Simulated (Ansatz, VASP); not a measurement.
## TaInSe3 in two plane-wave programs

One calculation is typed for both programs; each brings its own data sets. How far apart do they land? The cell is generated by rule, not measured, and may not be a known phase. The cell is taken from a series of runs on this material, whose earlier steps may have relaxed, scaled, displaced or heated it; both programs get it as it stands.

Calculated with Ansatz 0.2.0; plane waves, with VASP 6.6.1 beside it; single point at PBEsol.

## 1. The starting structure

It takes space group Pm-3m (No. 221, cubic). The conventional cell has a = 5.135 Å, b = 5.135 Å, c = 5.135 Å, α = 90.00°, β = 90.00°, γ = 90.00°. In has 12 Se at 3.63 Å nearest. Ta has 6 Se at 2.57 Å nearest. Nearest to Se lie 2 Ta at 2.57 Å. Farther neighbours and most contacts between anions are not listed.

As a file:

```cif
data_structure
_symmetry_space_group_name_H-M 'Pm-3m'
_symmetry_Int_Tables_number 221
_cell_length_a 5.1352
_cell_length_b 5.1352
_cell_length_c 5.1352
_cell_angle_alpha 90.000
_cell_angle_beta 90.000
_cell_angle_gamma 90.000
_cell_volume 135.42
loop_
_atom_site_label
_atom_site_type_symbol
_atom_site_symmetry_multiplicity
_atom_site_Wyckoff_symbol
_atom_site_fract_x
_atom_site_fract_y
_atom_site_fract_z
_atom_site_occupancy
In1 In 1 a 0.00000 0.00000 0.00000 1
Ta1 Ta 1 b 0.50000 0.50000 0.50000 1
Se1 Se 3 c 0.50000 0.50000 0.00000 1
```

## 2. VASP: single point, PBEsol, pair 1

A single point gives forces, pressure and levels at one fixed geometry, so differences don't come from the geometry; what else differs is listed under the comparison.

Lines of VASP's logs that name or quote its potential files are left out, and so is its time.

Input file INCAR:

```
SYSTEM = TaInSe3
PREC = Accurate
ENCUT = 500
EDIFF = 1E-06
NELM = 120
ISMEAR = 0
SIGMA = 0.1
LREAL = .FALSE.
ALGO = Normal
GGA = PS
NBANDS = 27
LASPH = .TRUE.
LORBIT = 11
LWAVE = .FALSE.
LCHARG = .FALSE.
ISIF = 2
GGA_COMPAT = .FALSE.
KPAR = 2
```

Input file POSCAR:

```
TaInSe3
1.0
    5.1352000000      0.0000000000      0.0000000000
    0.0000000000      5.1352000000      0.0000000000
    0.0000000000      0.0000000000      5.1352000000
In Ta Se
1 1 3
Direct
    0.0000000000      0.0000000000      0.0000000000
    0.5000000000      0.5000000000      0.5000000000
    0.5000000000      0.5000000000      0.0000000000
    0.5000000000      0.0000000000      0.5000000000
    0.0000000000      0.5000000000      0.5000000000
```

Input file KPOINTS:

```
Automatic mesh
0
Gamma
4 4 4
0 0 0
```

The projector-augmented-wave data sets are In_d, Ta_pv and Se (PBE family, release 64).

Started as:

```sh
$ mpirun -np 2 vasp_std
```

Numbers of over 12 decimals in the logs are rounded to 6 here.

Log:

```text
[banner, memory and clock lines left out]
running    2 mpi-ranks, on    1 nodes
 distrk:  each k-point on    1 cores,    2 groups
 distr:  one band on    1 cores,    1 groups

 POSCAR found type information on POSCAR InTaSe
 POSCAR found :  3 types and       5 ions
|                                                                             |
|               ----> ADVICE to this user running VASP <----                  |
|                                                                             |
|     You enforced a specific xc type in the INCAR file but a different       |
|     [... a line on the potential file left out ...]
|     I HOPE YOU KNOW WHAT YOU ARE DOING!                                     |
|                                                                             |

 LDA part: xc-table for (Slater+PW92), standard interpolation
 POSCAR, INCAR and KPOINTS ok, starting setup
 FFT: planning ... GRIDC
 FFT: planning ... GRID_SOFT
 FFT: planning ... GRID
 WAVECAR not read
 entering main loop
       N       E                     dE             d eps       ncg     rms          rms(c)
DAV:   1     0.352722120847E+03    0.35272E+03   -0.19178E+04   556   0.147E+03
DAV:   2     0.496997996380E+01   -0.34775E+03   -0.33856E+03   605   0.376E+02
DAV:   3    -0.295446434580E+02   -0.34515E+02   -0.33692E+02   701   0.116E+02
DAV:   4    -0.311512414755E+02   -0.16066E+01   -0.15974E+01   666   0.256E+01
DAV:   5    -0.312000279339E+02   -0.48786E-01   -0.48710E-01   832   0.449E+00    0.144E+01
DAV:   6    -0.291456600269E+02    0.20544E+01   -0.15218E+01   626   0.195E+01    0.574E+00
DAV:   7    -0.288222583933E+02    0.32340E+00   -0.26034E+00   651   0.728E+00    0.434E+00
DAV:   8    -0.287593118609E+02    0.62947E-01   -0.22266E-01   692   0.300E+00    0.232E-01
DAV:   9    -0.287603260216E+02   -0.10142E-02   -0.18375E-02   681   0.820E-01    0.219E-01
DAV:  10    -0.287603345728E+02   -0.85512E-05   -0.70198E-04   753   0.229E-01    0.152E-01
DAV:  11    -0.287604032277E+02   -0.68655E-04   -0.29262E-04   639   0.140E-01    0.241E-02
DAV:  12    -0.287604039163E+02   -0.68858E-06   -0.20898E-05   694   0.326E-02    0.135E-02
DAV:  13    -0.287604031307E+02    0.78556E-06   -0.68490E-06   541   0.153E-02
   1 F= -.28760403E+02 E0= -.28760400E+02  d E =-.586182E-05
```

Parts of OUTCAR (step 2):

```text
ion  position               nearest neighbor table
   1  0.000  0.000  0.000-
   2  0.500  0.500  0.500-   3 2.57   4 2.57   5 2.57   3 2.57   4 2.57   5 2.57
   3  0.500  0.500  0.000-   2 2.57   2 2.57
   4  0.500  0.000  0.500-   2 2.57   2 2.57
   5  0.000  0.500  0.500-   2 2.57   2 2.57

  LATTYP: Found a simple cubic cell.
 ALAT       =     5.1352000000

 Subroutine GETGRP returns: Found 48 space group operations
 (whereof 48 operations were pure point group operations)

The static configuration has the point symmetry O_h .

 Found     10 irreducible k-points:

   k-points           NKPTS =     10   k-points in BZ     NKDIM =     10   number of bands    NBANDS=     27

   dimension x,y,z NGX =    40 NGY =   40 NGZ =   40
   dimension x,y,z NGXF=    80 NGYF=   80 NGZF=   80

   ENCUT  =  500.0 eV  36.75 Ry    6.06 a.u.   9.36  9.36  9.36*2*pi/ulx,y,z

   NELECT =      42.0000    total number of electrons

 k-points in reciprocal lattice and weights: Automatic mesh
   0.00000000  0.00000000  0.00000000       0.016
   0.25000000  0.00000000  0.00000000       0.094
   0.50000000  0.00000000  0.00000000       0.047
   0.25000000  0.25000000  0.00000000       0.188
   0.50000000  0.25000000  0.00000000       0.188
   0.50000000  0.50000000  0.00000000       0.047
   0.25000000  0.25000000  0.25000000       0.125
   0.50000000  0.25000000  0.25000000       0.188
   0.50000000  0.50000000  0.25000000       0.094
   0.50000000  0.50000000  0.50000000       0.016

 average (electrostatic) potential at core
       1 -97.2431       2 -40.4463       3 -54.5334       4 -54.5334       5 -54.5334

 E-fermi :   3.2289

 k-point     1 :       0.0000    0.0000    0.0000
  band No.  band energies     occupation
    ...
     20       2.6045      2.00000
     21       2.6045      2.00000
     22       2.7838      2.00000
     23       2.7838      2.00000
     24       2.7838      2.00000
     25       4.7884      0.00000
     26       4.7884      0.00000
     27       6.3011      0.00000

 k-point     2 :       0.2500    0.0000    0.0000
  band No.  band energies     occupation
    ...
     18       1.9514      2.00000
     19       2.1601      2.00000
     20       2.5218      2.00000
     21       2.5218      2.00000
     22       2.8027      2.00000
     23       4.2491      0.00000
     24       4.2491      0.00000
     25       4.7996      0.00000
     26       5.3403      0.00000
     27       6.5737      0.00000

 k-point     3 :       0.5000    0.0000    0.0000
  band No.  band energies     occupation
    ...
     18       1.7479      2.00000
     19       2.6009      2.00000
     20       2.6009      2.00000
     21       2.8219      2.00000
     22       2.9663      1.99980
     23       4.8079      0.00000
     24       4.9078      0.00000
     25       5.1219      0.00000
     26       5.1219      0.00000
     27       5.8593      0.00000

  Total       -4.0576644     -4.0576644     -4.0576644      0.0000000     -0.0000000      0.0000000
  in kB      -48.0081107    -48.0081107    -48.0081107      0.0000000     -0.0000000      0.0000000
  external PRESSURE =     -48.0081107 kB  Pullay stress =       0.0000000 kB

  energy-cutoff  :      500.00
  volume of cell :      135.42
      direct lattice vectors                 reciprocal lattice vectors
     5.135200000  0.000000000  0.000000000     0.194734382  0.000000000  0.000000000
     0.000000000  5.135200000  0.000000000     0.000000000  0.194734382  0.000000000
     0.000000000  0.000000000  5.135200000     0.000000000  0.000000000  0.194734382

 POSITION                                       TOTAL-FORCE (eV/Angst)
 -----------------------------------------------------------------------------------
      0.00000      0.00000      0.00000         0.000000      0.000000      0.000000
      2.56760      2.56760      2.56760         0.000000      0.000000      0.000000
      2.56760      2.56760      0.00000         0.000000      0.000000      0.000000
      2.56760      0.00000      2.56760         0.000000      0.000000      0.000000
      0.00000      2.56760      2.56760         0.000000      0.000000      0.000000
 -----------------------------------------------------------------------------------
    total drift:                               -0.000000      0.000000     -0.000000

  FREE ENERGIE OF THE ION-ELECTRON SYSTEM (eV)
  ---------------------------------------------------
  free  energy   TOTEN  =       -28.7604031307 eV

  energy  without entropy=      -28.7603972689  energy(sigma->0) =      -28.76040020

 total charge
# of ion       s       p       d       tot
------------------------------------------
    1        1.168   0.138   9.848  11.154
    2        0.286   6.164   2.201   8.651
    3        1.456   2.353   0.028   3.837
    4        1.456   2.353   0.028   3.837
    5        1.456   2.353   0.028   3.837
--------------------------------------------------
tot          5.822  13.361  12.134  31.317

[... 3 further parts left out ...]
```

The run ends at a pressure of -4.80 GPa.

## 3. Ansatz: single point, PBEsol, pair 1

Ansatz runs on its default PAW (the set named soft_2) files.

The same cell, functional, mesh and smearing now go to Ansatz, which takes its cutoff from its data sets.

Input file input.yaml:

```yaml
crystal:
  lattice:
    - [5.1352, 0.0, 0.0]
    - [0.0, 5.1352, 0.0]
    - [0.0, 0.0, 5.1352]
  atoms:
    - { symbol: In, position: [0.0, 0.0, 0.0] }
    - { symbol: Ta, position: [0.5, 0.5, 0.5] }
    - { symbol: Se, position: [0.5, 0.5, 0.0] }
    - { symbol: Se, position: [0.5, 0.0, 0.5] }
    - { symbol: Se, position: [0.0, 0.5, 0.5] }
kpoints:
  mp_grid: { grid: [4, 4, 4] }
hamiltonian:
  xc: pbesol
scf:
  occupations: { method: gaussian, width: 0.1 }
output:
  forces: true
  stress: true
  eigenvalues: true
```

Started as:

```sh
$ ansatz run input.yaml --threads 8 --pin off --max-ram 14336MiB --backend cpu --events-out ev --progress --plain --runs-dir out
```

Log:

```text
Engine: ansatz 0.2.0, aarch64-unknown-linux-gnu
Pseudopotentials: kind: paw
Pseudopotential: In, paw, valence charge 13, recommended cutoff 420 eV (normal), In.paw.azcp
Pseudopotential: Ta, paw, valence charge 13, recommended cutoff 420 eV (normal), Ta.paw.azcp
Pseudopotential: Se, paw, valence charge 16, recommended cutoff 420 eV (normal), Se.paw.azcp
Functional definition: PBEsol
  exchange = pbesol_x
  correlation = pbesol_c
Crystal: 5 atoms, lattice volume = 135.417 Å³
Basis set: ecut = 420 eV, 2601 PW (Γ), exchange–correlation on 72×72×72 points (8 copies of the dense FFT grid, shifted against one another)
Bands: 45, of which v1, the nominal top of the filled ones, is band 37 counted from 1 (36 counted from 0)
Symmetry: 48 space group operations
Space group: Pm-3m (ITA 221), of the structure as read, at distance tolerance 5.1e-5 Å
k-points: 10 of 64
Non-local potential: In, projectors of the file, l = 0: 2, l = 1: 2, l = 2: 2, l = 3: 2
Non-local potential: Ta, projectors of the file, l = 0: 3, l = 1: 2, l = 2: 2, l = 3: 1
Non-local potential: Se, projectors of the file, l = 0: 2, l = 1: 2, l = 2: 3, l = 3: 1
PAW form: soft (Blöchl's): semilocal exchange-correlation on the pseudo side does not see the compensation charge
PAW frozen core: In, regenerated for the run's functional, and the local potential with it (the file was generated under x = pbe(κ = 0.804, μ = 0.219515), c = pbe(β = 0.066725))
PAW frozen core: Ta, regenerated for the run's functional, and the local potential with it (the file was generated under x = pbe(κ = 0.804, μ = 0.219515), c = pbe(β = 0.066725))
PAW frozen core: Se, regenerated for the run's functional, and the local potential with it (the file was generated under x = pbe(κ = 0.804, μ = 0.219515), c = pbe(β = 0.066725))
PAW one-centre angular grid: In, 590 points (default); XC on 64 Gauss nodes
PAW one-centre angular grid: Ta, 590 points (default); XC on 64 Gauss nodes
PAW one-centre angular grid: Se, 590 points (default); XC on 64 Gauss nodes
Initial density: superposition of atomic densities (neutral atoms: chi_scale 0, normalization atom), corrected by the library's trained network
Initial wavefunctions: pseudopotential atomic-orbital guess
Functional: x = pbesol(κ = 0.804, μ = 0.123457), c = pbesol(β = 0.046)
SCF iter   1: F=—  HF=-31606.222197 eV  |F-HF|=—  |Δ(HF+E_count)|=         —  Δρ=3.86e-3  dr2=3.71e-2  ethr=1.77e-3  ⟨swp⟩=6.6  Hψ=1645  notcnv=0
preconditioner: auto → Resta (q_TF=auto, 2.467 Å⁻¹)  ε∞=4.5  [insulator: Δε(μ)=0.610 eV  Ē_g=10.265 eV  σ=0.100 eV  W_gap=1.00  n_scr=32 (ndim 8)  ℏωp=19.1 eV  f_vac=0.026  D(μ)=0.00/eV (n_scr^D=0)  ε∞_Penn≈4.5]
SCF iter   2: F=—  HF=-31606.213932 eV  |F-HF|=—  |Δ(HF+E_count)|=   8.27e-3  Δρ=1.66e-3  dr2=8.87e-3  ethr=5.01e-5  ⟨swp⟩=2.5  Hψ=776  notcnv=0
SCF iter   3: F=—  HF=-31606.211902 eV  |F-HF|=—  |Δ(HF+E_count)|=   2.03e-3  Δρ=8.65e-4  dr2=2.24e-3  ethr=1.20e-5  ⟨swp⟩=2.1  Hψ=540  notcnv=0
automatic band count: iteration 3 solves 44 bands in place of 45: the levels show a gap, and the empty bands left out lie too high to hold charge; the band table lists the bands solved (type scf.n_extra_bands for more)
SCF iter   4: F=—  HF=-31606.211437 eV  |F-HF|=—  |Δ(HF+E_count)|=   4.66e-4  Δρ=2.71e-4  dr2=1.13e-4  ethr=3.02e-6  ⟨swp⟩=2.0  Hψ=559  notcnv=0
SCF iter   5: F=—  HF=-31606.211449 eV  |F-HF|=—  |Δ(HF+E_count)|=   1.28e-5  Δρ=8.38e-5  dr2=9.04e-6  ethr=1.53e-7  ⟨swp⟩=2.0  Hψ=519  notcnv=0
SCF iter   6: F=—  HF=-31606.211459 eV  |F-HF|=—  |Δ(HF+E_count)|=   9.74e-6  Δρ=1.94e-5  dr2=3.79e-7  ethr=1.22e-8  ⟨swp⟩=2.6  Hψ=729  notcnv=0
SCF iter   7: F=-31606.211460 eV  HF=-31606.211460 eV  |F-HF|=3.37e-9  |Δ(HF+E_count)|=   4.02e-7  Δρ=4.67e-6  dr2=2.90e-8  ethr=1.35e-10  ⟨swp⟩=7.6  Hψ=1844  notcnv=0
SCF 1 converged in 7 iterations: F = -31606.211460 eV  dr2 = 2.90e-8
  greatest PAW one-centre occupation: 1.000 electrons in one spin orbital (limit 2), on the Se atom at site 2 (counted from 0), in its partial waves of l = 2
SCF converged after 7 iterations
Free energy (F): -31606.211460 eV
Harris-Foulkes:  -31606.211460 eV  (|F-HF|=3.37e-9)
Internal energy: -31606.211453 eV  (E = F + TS)
E sigma→0 (E₀):  -31606.211456 eV
Entropy (-TS):   -0.000006 eV (-0.001 meV/atom)
Fermi energy:    8.047376 eV
--- Per-component energies (eV) ---
  E_band       = -1440.623152
  E_kinetic    = 954.691514
  E_local      = -9860.722158  (includes V_loc(G=0)·N_el)
  E_nonlocal   = -1395.190925
  E_hartree    = 4604.613630
  E_xc         = -737.989680
  E_vxc        = -594.186258  (∫ρ·V_xc dr)
  E_paw        = -17953.716478  (= ΣΔE_a)
  E_vpaw       = 245.559202  (= ΣTr[D̂ρ^β])
  E_aug_tail   = -0.001602  (compensation charges beyond the density's cutoff)
  E_ewald      = -7221.370655
  E_core_change = 3.474900  (= ΣΔE_core)
  E_smearing   = -0.000006  (= −TS)
  E_closure    = -0.000000  (closes the sum)
  Σ components = -31606.211460   (vs F -31606.211460, Δ=0.00e0)
--- Forces (eV/Å), atoms counted from 1 ---
  atom   1  In     0.00000000     0.00000000     0.00000000
  atom   2  Ta    -0.00000000    -0.00000000    -0.00000000
  atom   3  Se     0.00000000    -0.00000000     0.00000000
  atom   4  Se     0.00000000    -0.00000000     0.00000000
  atom   5  Se     0.00000000     0.00000000     0.00000000
  max |Σ_I F_I| component: 6.42e-29 eV/Å
--- Stress (GPa, compression-positive) ---
       -4.914623       0.000000       0.000000
        0.000000      -4.914623       0.000000
        0.000000       0.000000      -4.914623
  P = ⅓ Tr σ = -4.9146 GPa (-49.146 kbar)
--- Band table (eV; the first three rows and the last of 10) ---
  k-point 0: bands = [... 33 lower, 7.0028, 7.4176, 7.4176, 7.4176, 7.6107, 7.6107, 7.6107, 9.6167, ... 3 higher]
  k-point 1: bands = [... 33 lower, 6.7714, 6.9809, 7.3369, 7.3369, 7.6296, 9.0725, 9.0725, 9.6278, ... 3 higher]
  k-point 2: bands = [... 33 lower, 6.5685, 7.4158, 7.4158, 7.6489, 7.7865, 9.6361, 9.7368, 9.9476, ... 3 higher]
  k-point 9: bands = [... 33 lower, 4.5310, 8.3397, 8.3397, 8.3397, 9.8341, 9.8341, 9.8341, 13.4870, ... 3 higher]
```

The column dr2 measures how far the density is from self-consistency, as an energy; F and HF (Harris–Foulkes) agree once it is small.

The run ends at a pressure of -4.91 GPa.

## 4. Comparison

Known differences besides the potentials themselves: the data sets hold 74 valence electrons in Ansatz (on its default PAW (the set named soft_2) files) and 42 in VASP; the cutoff is 420 eV in Ansatz and 500 eV in VASP; Ansatz makes its cores anew for this functional, VASP keeps those of its PBE data sets. Total energies have different zeros and are not compared.

Compared:

| quantity | Ansatz | VASP | difference |
| --- | --- | --- | --- |
| pressure (GPa) | -4.91 | -4.80 | -0.11 |

## 5. VASP: single point, PBEsol, pair 2

With cell and atoms fixed, the geometry can't cause a difference; cores, projectors, grids and the points listed under the comparison can. The cell compared in this pair holds 126.45 Å³, against 135.42 Å³ for the pair before.

Changes to INCAR since step 2:

```diff
@@ -5,4 +5,4 @@
 NELM = 120
-ISMEAR = 0
-SIGMA = 0.1
+ISMEAR = 1
+SIGMA = 0.15
 LREAL = .FALSE.
```

Changes to POSCAR since step 2:

```diff
@@ -2,5 +2,5 @@
 1.0
-    5.1352000000      0.0000000000      0.0000000000
-    0.0000000000      5.1352000000      0.0000000000
-    0.0000000000      0.0000000000      5.1352000000
+    5.0192521560      0.0000000000      0.0000000000
+    0.0000000000      5.0192521560      0.0000000000
+    0.0000000000      0.0000000000      5.0192521560
 In Ta Se
```

Input file KPOINTS:

```
Automatic mesh
0
Gamma
6 6 6
0 0 0
```

Started as:

```sh
$ mpirun -np 2 vasp_std
```

Log:

```text
[banner, memory and clock lines left out]
running    2 mpi-ranks, on    1 nodes
[...]
[... a notice as in an earlier step ...]

 LDA part: xc-table for (Slater+PW92), standard interpolation
 POSCAR, INCAR and KPOINTS ok, starting setup
[...]
entering main loop
       N       E                     dE             d eps       ncg     rms          rms(c)
DAV:   1     0.354845920270E+03    0.35485E+03   -0.19415E+04  1088   0.151E+03
DAV:   2     0.606559155589E+01   -0.34878E+03   -0.33946E+03  1178   0.379E+02
DAV:   3    -0.293404772968E+02   -0.35406E+02   -0.34160E+02  1412   0.117E+02
DAV:   4    -0.308822390610E+02   -0.15418E+01   -0.15293E+01  1281   0.247E+01
[...]
DAV:  11    -0.288275090311E+02   -0.20672E-04   -0.20057E-04  1297   0.829E-02    0.189E-02
DAV:  12    -0.288275118152E+02   -0.27841E-05   -0.28981E-05  1472   0.488E-02    0.138E-02
DAV:  13    -0.288275119825E+02   -0.16734E-06   -0.14945E-06   753   0.954E-03
   1 F= -.28827512E+02 E0= -.28829791E+02  d E =0.683648E-02
```

From OUTCAR (step 5):

```text
  Total        0.1455512      0.1455512      0.1455512     -0.0000000     -0.0000000      0.0000000
  in kB        1.8442052      1.8442052      1.8442052     -0.0000000     -0.0000000      0.0000000
  external PRESSURE =       1.8442052 kB  Pullay stress =       0.0000000 kB

 POSITION                                       TOTAL-FORCE (eV/Angst)
 -----------------------------------------------------------------------------------
      0.00000      0.00000      0.00000         0.000000      0.000000      0.000000
      2.50963      2.50963      2.50963         0.000000      0.000000      0.000000
      2.50963      2.50963      0.00000         0.000000      0.000000      0.000000
      2.50963      0.00000      2.50963         0.000000      0.000000      0.000000
      0.00000      2.50963      2.50963         0.000000      0.000000      0.000000
 -----------------------------------------------------------------------------------
    total drift:                               -0.000000     -0.000000     -0.000000

  FREE ENERGIE OF THE ION-ELECTRON SYSTEM (eV)
  ---------------------------------------------------
  free  energy   TOTEN  =       -28.8275119825 eV

  energy  without entropy=      -28.8343484604  energy(sigma->0) =      -28.82979081

[... 3 further parts left out ...]
[key lines of the parts left out:]
E-fermi :   4.1289
```

The run ends at a pressure of 0.18 GPa.

[end of part 1 of 2]

[Lines on the potential files, build, host, timing and source positions are cut from VASP's logs without a mark.]

[Logs are printed without paths, hosts, clocks, repeated set-up lines and the standing remarks that a program may print on its own settings, such as how far it seeks lower states.]

[Hosts, paths, dates, database ids (printed as entryN), source tags and the programs' standing remarks are cut or masked in the printed files.]
